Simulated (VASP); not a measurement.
Consider the following.

```yaml
crystal:
  lattice:
    - [5.40933, 0.00000, 0.00000]
    - [-2.70467, 4.68462, 0.00000]
    - [0.00000, 0.00000, 3.13280]
  atoms:
    - { symbol: Y, position: [0.00000, 0.00000, 0.00000] }
    - { symbol: B, position: [0.66667, 0.33333, 0.00000] }
    - { symbol: B, position: [0.33333, 0.66667, 0.00000] }
    - { symbol: Ir, position: [0.50000, 0.00000, 0.50000] }
    - { symbol: Ir, position: [0.50000, 0.50000, 0.50000] }
    - { symbol: Ir, position: [0.00000, 0.50000, 0.50000] }
```

Method: PBEsol GGA, VASP's PBE PAW potentials (set 64) (plane waves; VASP). Run with 520 eV cut-off, 7×7×11 Γ-centred mesh, tetrahedra with Blöchl corrections, potentials Y_sv B Ir.

The cores are frozen, which limits the accuracy of field gradients.

Problem. Give the principal components of the electric field gradient (V/Å²) and the asymmetry η at each nucleus.

Solution. 
```csv
atom,Vxx,Vyy,Vzz,η
Y1,-32.4,-32.4,64.9,0.00
B2,2.4,2.4,-4.8,0.00
B3,2.4,2.4,-4.8,0.00
Ir4,176.4,91.5,-267.9,0.32
Ir5,176.4,91.5,-267.9,0.32
Ir6,176.4,91.5,-267.9,0.32
```

The structure comes from a computed database's YB2Ir3 entry (P6/mmm); how it stands against other phases isn't given here. It was relaxed first.
